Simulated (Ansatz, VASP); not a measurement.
# GaBAs2 (CuAu-ordered zincblende type (invented)): VASP beside Ansatz, part 3 of 3

Aim: how closely do two programs agree when they are given the same cell, functional and k mesh? The cell is generated by rule, not measured, and may not be a known phase. The cell is taken from a series of runs on this material, whose earlier steps may have relaxed, scaled, displaced or heated it; both programs get it as it stands.

VASP 6.6.1 and Ansatz 0.2.0.

So far: The starting structure; VASP: zone-centre phonons, PBE.

## Step 3: Ansatz: zone-centre phonons, PBE

Level of this step: Ansatz beside VASP: Kohn-Sham DFT, plane waves, PBE (Ansatz).

Ansatz runs on its PAW soft_1 files.

The same cell, functional and mesh now go to Ansatz, which takes its cutoff from its data sets.

Contents of input.yaml:

```yaml
crystal:
  lattice:
    - [3.693808353, 0.0, 0.0]
    - [0.0, 3.693808353, 0.0]
    - [0.0, 0.0, 5.415677181]
  atoms:
    - { symbol: B, position: [0.0, 0.0, 0.0] }
    - { symbol: Ga, position: [0.5, 0.5, 0.5] }
    - { symbol: As, position: [0.0, 0.5, 0.2120683572] }
    - { symbol: As, position: [0.5, 0.0, 0.7879316428] }
kpoints:
  mp_grid: { grid: [8, 8, 6] }
hamiltonian:
  xc: pbe
  pseudopotentials: { kind: paw, azcp: { folder: soft_1 } }
scf:
  occupations: { method: fixed }
output:
  eigenvalues: true
phonons:
  method: dfpt
  dielectric: true
  rigid_motions: translations
```

Launch:

```
$ ansatz run input.yaml --threads 4 --pin off --max-ram 9216MiB --backend cpu --events-out ev --progress --plain --runs-dir out
```

Numbers of over 12 decimals in the logs are rounded to 6 here.

The log of the run:

```text
Engine: ansatz 0.2.0, aarch64-unknown-linux-gnu
Pseudopotentials: kind: paw
Pseudopotential: B, paw, valence charge 3, recommended cutoff 420 eV (normal), soft_1/B.paw.azcp
Pseudopotential: Ga, paw, valence charge 13, recommended cutoff 420 eV (normal), soft_1/Ga.paw.azcp
Pseudopotential: As, paw, valence charge 15, recommended cutoff 420 eV (normal), soft_1/As.paw.azcp
Functional definition: PBE
  parameter kappa = 0.804
  parameter beta = 0.066725
  exchange = pbe_x(kappa = kappa, mu = beta*pi^2/3)
  correlation = pbe_c(beta = beta)
Crystal: 4 atoms, lattice volume = 73.893 Å³
Basis set: ecut = 420 eV, 1443 PW (Γ), exchange–correlation on 50×50×80 points (8 copies of the dense FFT grid, shifted against one another)
Bands: 28, of which v1, the nominal top of the filled ones, is band 23 counted from 1 (22 counted from 0)
Symmetry: 8 space group operations
k-points: 196 of 384 (irreducible under 1 space group operation, time reversal used)
Non-local potential: B, projectors of the file, l = 0: 2, l = 1: 2, l = 2: 1
Non-local potential: Ga, projectors of the file, l = 0: 2, l = 1: 2, l = 2: 3, l = 3: 1
Non-local potential: As, projectors of the file, l = 0: 2, l = 1: 2, l = 2: 3, l = 3: 1
PAW form: soft (Blöchl's): semilocal exchange-correlation on the pseudo side does not see the compensation charge
PAW one-centre angular grid: B, 110 points (default); XC on 64 Gauss nodes
PAW one-centre angular grid: Ga, 590 points (default); XC on 64 Gauss nodes
PAW one-centre angular grid: As, 590 points (default); XC on 64 Gauss nodes
Initial density: superposition of atomic densities (chi_scale 0.1, normalization cell, long waves kept (reshape's long-wave potential 0.03 eV rms))
Initial wavefunctions: pseudopotential atomic-orbital guess
Functional: x = pbe(κ = 0.804, μ = 0.219515), c = pbe(β = 0.066725)
SCF iter   1: F=—  HF=-13651.635912 eV  |F-HF|=—  |Δ(HF+E_count)|=         —  Δρ=4.99e-2  dr2=1.72e0  ethr=3.10e-3  ⟨swp⟩=5.0  Hψ=20099  notcnv=0  defer=544
preconditioner: auto → Resta (q_TF=auto, 2.521 Å⁻¹)  ε∞=3.7  [insulator: Δε(μ)=0.507 eV  Ē_g=13.318 eV  n_scr=20 (ndim 8)  ℏωp=22.0 eV  f_vac=0.000  ε∞_Penn≈3.7]
SCF iter   2: F=—  HF=-13651.309243 eV  |F-HF|=—  |Δ(HF+E_count)|=   3.27e-1  Δρ=2.54e-2  dr2=4.30e-1  ethr=3.10e-3  ⟨swp⟩=2.0  Hψ=7600  notcnv=0  defer=499
SCF iter   3: F=—  HF=-13651.222128 eV  |F-HF|=—  |Δ(HF+E_count)|=   8.71e-2  Δρ=7.44e-3  dr2=4.24e-2  ethr=9.35e-4  ⟨swp⟩=2.0  Hψ=8257  notcnv=0  defer=569
SCF iter   4: F=—  HF=-13651.208701 eV  |F-HF|=—  |Δ(HF+E_count)|=   1.34e-2  Δρ=2.95e-3  dr2=6.45e-3  ethr=9.22e-5  ⟨swp⟩=2.5  Hψ=10240  notcnv=0  defer=585
SCF iter   5: F=—  HF=-13651.209316 eV  |F-HF|=—  |Δ(HF+E_count)|=   6.15e-4  Δρ=1.03e-3  dr2=9.87e-4  ethr=1.40e-5  ⟨swp⟩=2.4  Hψ=8323  notcnv=0  defer=585
SCF iter   6: F=—  HF=-13651.210227 eV  |F-HF|=—  |Δ(HF+E_count)|=   9.11e-4  Δρ=4.26e-4  dr2=1.04e-4  ethr=2.15e-6  ⟨swp⟩=2.3  Hψ=8774  notcnv=0  defer=586
SCF iter   7: F=—  HF=-13651.210346 eV  |F-HF|=—  |Δ(HF+E_count)|=   1.19e-4  Δρ=1.32e-4  dr2=1.14e-5  ethr=2.26e-7  ⟨swp⟩=2.0  Hψ=10105  notcnv=0  defer=545
SCF iter   8: F=—  HF=-13651.210366 eV  |F-HF|=—  |Δ(HF+E_count)|=   2.01e-5  Δρ=5.06e-5  dr2=1.43e-6  ethr=2.47e-8  ⟨swp⟩=2.0  Hψ=9800  notcnv=0  defer=196
SCF iter   9: F=—  HF=-13651.210370 eV  |F-HF|=—  |Δ(HF+E_count)|=   3.49e-6  Δρ=7.22e-6  dr2=3.82e-8  ethr=3.10e-9  ⟨swp⟩=2.0  Hψ=7056  notcnv=0  defer=198
SCF iter  10: F=—  HF=-13651.210370 eV  |F-HF|=—  |Δ(HF+E_count)|=   9.04e-8  Δρ=2.12e-6  dr2=3.86e-9  ethr=8.31e-11  ⟨swp⟩=2.0  Hψ=7840  notcnv=0  defer=198
SCF iter  11: F=—  HF=-13651.210370 eV  |F-HF|=—  |Δ(HF+E_count)|=   6.37e-9  Δρ=4.98e-7  dr2=2.05e-10  ethr=8.40e-12  ⟨swp⟩=2.0  Hψ=6860  notcnv=0  defer=198
SCF iter  12: F=-13651.210370 eV  HF=-13651.210370 eV  |F-HF|=3.82e-11  |Δ(HF+E_count)|=  1.78e-10  Δρ=1.82e-7  dr2=3.48e-11  ethr=1.00e-12  ⟨swp⟩=11.7  Hψ=35004  notcnv=0
SCF 1 converged in 12 iterations: F = -13651.210370 eV  dr2 = 3.48e-11
  greatest PAW one-centre occupation: 0.999 electrons in one spin orbital (limit 2), on the As atom at site 2 (counted from 0), in its partial waves of l = 2
NSCF: frozen V_eff on 39 k-points
DFPT response loops at Γ: preconditioner auto → Resta (q_TF=auto, 2.521 Å⁻¹)  ε∞=11.6 (no band partly filled); β = 1.00, the filter's whole step (`scf.mixing.beta` (0.50) is not read by the response loops at its default; to damp them type it under 1.00, their step now; it binds the ground state too); Broyden in place of MSR1
── the response to a field inside a basis, on 14×14×10 k-points: an SCF that follows is theirs, and a resumed run solves both again ──
Bands: 24, of which v1, the nominal top of the filled ones, is band 23 counted from 1 (22 counted from 0)
k-points: 140
Initial density: handed on by an earlier stage of this run
Initial wavefunctions: pseudopotential atomic-orbital guess (no wavefunctions were taken with the density)
Eigensolver: Dense (140 Hₖ)
SCF iter   1: F=—  HF=-13651.205906 eV  |F-HF|=—  |Δ(HF+E_count)|=         —  Δρ=1.95e-4  dr2=1.54e-5  ethr=1.00e-1
preconditioner: auto → Resta (q_TF=auto, 2.521 Å⁻¹)  ε∞=4.9  [insulator: Δε(μ)=0.671 eV  Ē_g=11.205 eV  n_scr=20 (ndim 8)  ℏωp=22.0 eV  f_vac=0.028  ε∞_Penn≈4.9]
SCF iter   2: F=—  HF=-13651.205908 eV  |F-HF|=—  |Δ(HF+E_count)|=   1.85e-6  Δρ=1.48e-4  dr2=8.54e-6  ethr=3.35e-8
SCF iter   3: F=—  HF=-13651.205909 eV  |F-HF|=—  |Δ(HF+E_count)|=   1.20e-6  Δρ=2.59e-5  dr2=4.61e-7  ethr=1.86e-8
SCF iter   4: F=-13651.205909 eV  HF=-13651.205909 eV  |F-HF|=7.19e-8  |Δ(HF+E_count)|=   7.99e-7  Δρ=9.50e-6  dr2=6.51e-8  ethr=1.00e-9
SCF 1 converged in 4 iterations: F = -13651.205909 eV  dr2 = 6.51e-8
  greatest PAW one-centre occupation: 0.999 electrons in one spin orbital (limit 2), on the As atom at site 3 (counted from 0), in its partial waves of l = 2
DFPT response loops at Γ: preconditioner auto → Resta (q_TF=auto, 2.521 Å⁻¹)  ε∞=9.5 (no band partly filled); β = 1.00, the filter's whole step (`scf.mixing.beta` (0.50) is not read by the response loops at its default; to damp them type it under 1.00, their step now; it binds the ground state too); Broyden in place of MSR1
WARN: field response: inside a basis, on 14×14×10 points, no mesh in reach settles it: take ε∞, Z* and everything formed from them with what they may err, as stated (eps_inf_uncertainty, zstar_uncertainty_e), and compare with field_mesh: kpoints on a denser kpoints.mp_grid
WARN: field response: ε∞ stands inside a basis, on 14×14×10 points; the force constants stand on the 8×8×6 k-mesh, whose period is 8.60 times the interband length at k = (0.0000, 0.0000, 0.0000), direct gap 0.628 eV, under 14: take them and everything formed from them as unconverged, and compare with a denser kpoints.mp_grid
SCF converged after 12 iterations
Free energy (F): -13651.210370 eV
Harris-Foulkes:  -13651.210370 eV  (|F-HF|=3.82e-11)
Internal energy: -13651.210370 eV  (E = F + TS)
E sigma→0 (E₀):  -13651.210370 eV
Fermi energy:    9.150046 eV
--- Per-component energies (eV) ---
  E_band       = -545.346501
  E_kinetic    = 352.289643
  E_local      = -5654.052623  (includes V_loc(G=0)·N_el)
  E_nonlocal   = -870.335261
  E_hartree    = 3251.274821
  E_xc         = -235.862545
  E_vxc        = -240.775360  (∫ρ·V_xc dr)
  E_paw        = -6096.930794  (= ΣΔE_a)
  E_vpaw       = -635.022264  (= ΣTr[D̂ρ^β])
  E_aug_tail   = -0.000210  (compensation charges beyond the density's cutoff)
  E_ewald      = -4397.593400
  E_smearing   = -0.000000  (= −TS)
  E_closure    = -0.000000  (closes the sum)
  Σ components = -13651.210370   (vs F -13651.210370, Δ=0.00e0)
--- Band table (eV; the first three rows and the last of 196) ---
  k-point 0: bands = [... 19 lower, 5.3461, 8.5671, 9.1500, 9.1500, 9.7777, 9.8619, 11.0664, 12.1652, ... 1 higher]
  k-point 1: bands = [... 19 lower, 5.4289, 7.5713, 8.7676, 8.7676, 9.8406, 10.2310, 11.6753, 12.4528, ... 1 higher]
  k-point 2: bands = [... 19 lower, 5.6278, 6.0389, 8.1359, 8.1359, 9.8906, 10.5284, 12.2306, 13.0155, ... 1 higher]
  k-point 195: bands = [... 19 lower, 4.4057, 4.5892, 4.7726, 4.7726, 13.4402, 13.4402, 13.6747, 13.6819, ... 1 higher]
--- Phonons (Γ-DFPT): 7 representative perturbations + reference, on 196 of 384 k-points (Σ response iterations 26) ---
  k mesh reduced under 1 symmetry operation, with k and −k counted as one. Each operation leaves every solved perturbation unchanged. A smaller set is not considered because the run solves the response to a homogeneous field
  ASR residual: 1.437e-4 → 0.000e0 eV/Å²; symmetrization residual: 7.410e-6 eV/Å²
  ASR residual per site (eV/Å²): 1.27e-4 1.44e-4 8.32e-5 8.32e-5
  Γ frequencies (cm⁻¹): 0.00 0.00 0.00 110.70 110.70 251.26 273.47 273.47 284.26 497.22 497.22 590.12
  ε∞ (high-frequency dielectric tensor):
       13.068789     0.000000     0.000000
        0.000000    13.068789     0.000000
        0.000000     0.000000    13.309352
  ε⁰ (static dielectric tensor: ions relaxed, cell fixed):
       14.541419    -0.000000     0.000000
       -0.000000    14.541419    -0.000000
        0.000000    -0.000000    14.059839
  ε⁰ − ε∞ (ionic part):
        1.472630    -0.000000     0.000000
       -0.000000     1.472630    -0.000000
        0.000000    -0.000000     0.750487
  softest optical mode at Γ: 110.70 cm⁻¹; the repairs (sum rule, projections) moved no ω² at Γ by more than (2.33 cm⁻¹)²
  Born effective charges Z* (e; rows j = field, columns β = displacement):
    site 0:
         0.87829    0.00000    0.00000
         0.00000    0.87829    0.00000
        -0.00000    0.00000    0.29968
    site 1:
         1.68942    0.00000    0.00000
         0.00000    1.68942    0.00000
         0.00000    0.00000    2.02287
    site 2:
        -1.00925    0.00000   -0.00000
         0.00000   -1.55846    0.00000
        -0.00000    0.00000   -1.16128
    site 3:
        -1.55846    0.00000   -0.00000
         0.00000   -1.00925    0.00000
        -0.00000    0.00000   -1.16128
  Z* charge neutrality: 3.154e-3 e pre-enforcement
  solved inside a basis spanned on kpoints, on 14×14×10 k-points transformed towards the longest dipole, which do not settle them: ε∞ is read to err by 7.3e-2, Z* by 2.7e-2 e (field_mesh: kpoints solves on kpoints); Z* is corrected for what the basis lacks
  optical modes at Γ without the LO–TO term, one row a degenerate level:
      ω (cm⁻¹)  modes    IR ((D/Å)²/amu)
        110.70      2             0.7758
        251.26      1             0.0000
        273.47      2             1.3208
[...]
optical modes at Γ + LO–TO along q̂ = [1.0000, 0.0000, 0.0000]:
      ω (cm⁻¹)  modes    IR ((D/Å)²/amu)
[...]
optical modes at Γ + LO–TO along q̂ = [0.0000, 1.0000, 0.0000]:
      ω (cm⁻¹)  modes    IR ((D/Å)²/amu)
[...]
503.04      1             2.6652
        590.12      1             0.3585
  optical modes at Γ + LO–TO along q̂ = [0.0000, 0.0000, 1.0000]:
      ω (cm⁻¹)  modes    IR ((D/Å)²/amu)
        110.70      2             0.7758
        251.26      1             0.0000
        273.47      2             1.3208
        291.83      1             2.0057
        497.22      2             5.2079
        590.79      1             0.3705
```

Reading the cycles: dr2 is the Hartree energy of the density residual (eV), the measure of convergence; HF is the Harris–Foulkes estimate of the energy, which meets the free energy F at convergence.

## Step 4: Side by side

Known differences besides the potentials themselves: fixed occupations in Ansatz, narrow Gaussian smearing in VASP; VASP's response is taken on the typed mesh, Ansatz refines its own for the field response alone; the data sets hold 46 valence electrons in Ansatz (on its PAW soft_1 files) and 26 in VASP; the cutoff is 420 eV in Ansatz and 500 eV in VASP. Total energies have different zeros and are not compared.

Compared:

```tsv
quantity	Ansatz	VASP	difference
ε∞ xx	13.07	15.77	-17.11 %
ε∞ yy	13.07	15.77	-17.11 %
ε∞ zz	13.31	13.36	-0.34 %
Born charge of B1 (mean of the diagonal) (e)	0.69	0.71	-0.03
Born charge of Ga2 (mean of the diagonal) (e)	1.80	1.86	-0.06
Born charge of As3 (mean of the diagonal) (e)	-1.24	-1.29	+0.05
optical mode 1 to 2 (cm⁻¹)	110.7	109.9	+0.73 %
optical mode 3 (cm⁻¹)	251.3	252.1	-0.32 %
optical mode 4 to 5 (cm⁻¹)	273.5	274.1	-0.24 %
optical mode 6 (cm⁻¹)	284.3	285.0	-0.24 %
optical mode 7 to 8 (cm⁻¹)	497.2	502.4	-1.03 %
optical mode 9 (cm⁻¹)	590.1	592.8	-0.46 %
```

Modes are paired by rising frequency, not by their patterns, so a pair may set unlike modes beside each other; they are those without the splitting of longitudinal modes.

## Step 5: Summary of results

```json
{"difference in ε∞ xx (zone-centre phonons, PBE)": "-17 %"}
```

In words: The difference in ε∞ xx is -17 % (zone-centre phonons, PBE), beyond the 5 % picked in this series as the mark of a large difference. The data sets hold unlike numbers of valence electrons (46 in Ansatz and 26 in VASP), so part of the differences comes from the potentials. What causes the difference of the zone-centre phonons, PBE pair stays open here. How closely two codes agree says nothing of how well the functional describes the real material.

[Lines on the potential files, build, host, timing and source positions are cut from VASP's logs without a mark.]

[Logs are printed without paths, hosts, clocks, repeated set-up lines and the standing remarks that a program may print on its own settings, such as how far it seeks lower states.]

[Hosts, paths, dates, database ids (printed as entryN), source tags and the programs' standing remarks are cut or masked in the printed files.]
